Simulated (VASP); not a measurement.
Consider the following.

```xyz
3
Lattice="0.0000 2.9869 2.9869 2.9869 0.0000 2.9869 2.9869 2.9869 0.0000" Properties=species:S:1:pos:R:3 pbc="T T T"
Pb     0.0000     0.0000     0.0000
F      1.4934     1.4934     1.4934
F      4.4803     4.4803     4.4803
```

All values below come from vdW-DF-cx, VASP's PBE PAW potentials (set 64) (plane waves; VASP). Run with 520 eV cut-off, 7×7×7 Γ-centred mesh, Gaussian smearing of 0.050 eV, potentials Pb_d F.

Question: Give the stress tensor in GPa (positive for a compressed cell).

Answer: 
```
-2.01   0.00   0.00
 0.00  -2.01   0.00
 0.00   0.00  -2.01
```
The pressure is its mean diagonal, -2.01 GPa.

The compound is PbF2 in the fluorite structure, the β form. This cell is one point of a volume scan, at 1.03 of the reference volume.
